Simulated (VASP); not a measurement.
Here is the system:

```
CeO2
1.0
    0.00000     2.67322     2.67322
    2.67322     0.00000     2.67322
    2.67322     2.67322     0.00000
Ce O
1 2
Direct
  0.00000   0.00000   0.00000
  0.25000   0.25000   0.25000
  0.75000   0.75000   0.75000
```

All values below come from AM05 GGA, VASP's PBE PAW potentials (set 64) (plane waves; VASP). Numerical set-up: 520 eV cut-off, 7×7×7 Γ-centred mesh, Gaussian smearing of 0.050 eV, potentials Ce O.

**Question.** What does the run give for the energy per atom (σ→0), pressure?

**Answer.** 
```yaml
energy per atom (σ→0): -862.2 kJ/mol-atom
pressure: 61.4 kbar
```

Total energies compare only between runs with the same potentials, cut-off and functional.

The compound is CeO2 in the fluorite structure. This cell is one point of a volume scan, at 0.97 of the reference volume. The run is not spin-polarised, so no magnetic state was tried.
